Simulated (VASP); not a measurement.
A convergence study with VASP on KTaO3 (cubic perovskite): one setting is varied, all else stays as given below, so the limit is that of these other settings.

```yaml
crystal:
  lattice:
    - [3.99000, 0.00000, 0.00000]
    - [0.00000, 3.99000, 0.00000]
    - [0.00000, 0.00000, 3.99000]
  atoms:
    - { symbol: K, position: [0.00000, 0.00000, 0.00000] }
    - { symbol: Ta, position: [0.50000, 0.50000, 0.50000] }
    - { symbol: O, position: [0.50000, 0.00000, 0.50000] }
    - { symbol: O, position: [0.00000, 0.50000, 0.50000] }
    - { symbol: O, position: [0.50000, 0.50000, 0.00000] }
```

Calculation: PBEsol GGA, VASP's PBE PAW potentials (set 64) (plane waves; VASP). The tightest run used: 700 eV cut-off, 10×10×10 Monkhorst-Pack mesh, Gaussian smearing of 0.050 eV, potentials K_sv Ta_pv O.

Problem. The settings run are 2×2×2 mesh; 3×3×3 mesh; 4×4×4 mesh; 5×5×5 mesh; 6×6×6 mesh; 7×7×7 mesh; 8×8×8 mesh; 9×9×9 mesh; 10×10×10 mesh. From which on does the stress (every component) stay within 0.5 GPa of the tightest run?

Solution. From 3×3×3 mesh on: it is off by 0.27 there and by no more than 0.5 in any finer run, while 2×2×2 mesh is off by 1.00.
```csv
setting,E (eV/atom),pressure (GPa),irreducible k-points,difference judged (GPa)
2×2×2 mesh,-8.7217,-1.17,1,1.00
3×3×3 mesh,-8.5583,0.10,4,0.27
4×4×4 mesh,-8.5921,-0.20,4,0.03
5×5×5 mesh,-8.5864,-0.16,10,0.01
6×6×6 mesh,-8.5877,-0.17,10,0.00
7×7×7 mesh,-8.5875,-0.17,20,0.00
8×8×8 mesh,-8.5875,-0.16,20,0.00
9×9×9 mesh,-8.5875,-0.16,35,0.00
10×10×10 mesh,-8.5875,-0.17,35,0.00
```

Left out are rungs that failed or repeat a setting and relaxations that didn't move; long series are thinned to 24 rows.

The compound is KTaO3 in the cubic perovskite structure. The cell was not relaxed at this level.
